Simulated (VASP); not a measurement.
OSZICAR of a VASP run on GaIn$_{31}$P$_{32}$:

OSZICAR:
```
       N       E                     dE             d eps       ncg     rms          rms(c)
DAV:   1    -0.312037531170E+03   -0.31204E+03   -0.15083E+01   644   0.725E+00    0.123E+01
DAV:   2    -0.312188119037E+03   -0.15059E+00   -0.70289E-01   774   0.134E+00    0.848E+00
DAV:   3    -0.312154374008E+03    0.33745E-01   -0.24734E-02   759   0.276E-01    0.495E+00
DAV:   4    -0.312138257957E+03    0.16116E-01   -0.93626E-03   736   0.147E-01    0.274E+00
DAV:   5    -0.312132663063E+03    0.55949E-02   -0.36808E-03   728   0.862E-02    0.146E+00
DAV:   6    -0.312130620047E+03    0.20430E-02   -0.85180E-04   712   0.455E-02    0.776E-01
DAV:   7    -0.312129861099E+03    0.75895E-03   -0.26623E-04   712   0.275E-02    0.406E-01
DAV:   8    -0.312129594130E+03    0.26697E-03   -0.10095E-04   695   0.177E-02    0.208E-01
DAV:   9    -0.312129505313E+03    0.88817E-04   -0.35280E-05   526   0.108E-02    0.106E-01
DAV:  10    -0.312129478139E+03    0.27174E-04   -0.16238E-05   446   0.790E-03    0.507E-02
DAV:  11    -0.312129471310E+03    0.68290E-05   -0.71822E-06   422   0.501E-03
   1 F= -.31212947E+03 E0= -.31212947E+03  d E =-.374232E-13  mag=     1.0000
```

Problem. Which electronic solver shows in the log?

Solution. It is blocked Davidson (ALGO = Normal, or the opening steps of other solvers). The INCAR had ALGO = Normal.

Problem. How was spin treated?

Solution. Collinear spin (ISPIN = 2): the summary line carries one mag value, 1.00 μB in the cell.

Problem. Can the final energy be trusted as converged?

Solution. The calculation finished and met its thresholds. It stopped with EDIFF = 1E-5, NELM = 50 (HSE06 screened hybrid, plane waves, VASP's PBE PAW potentials (set 64)). The cell is charged, with a uniform compensating background. The supercell is sampled at Γ alone, which is coarse: total energies, pressure and levels can be off, energies of defects by several tenths of an eV.

The cell is a supercell with a defect, built from InP (zinc blende): Ga_In, charge -1. The cell's shape comes from a PBE relaxation. The total moment is imposed (NUPDOWN), so this need not be the lowest spin state.
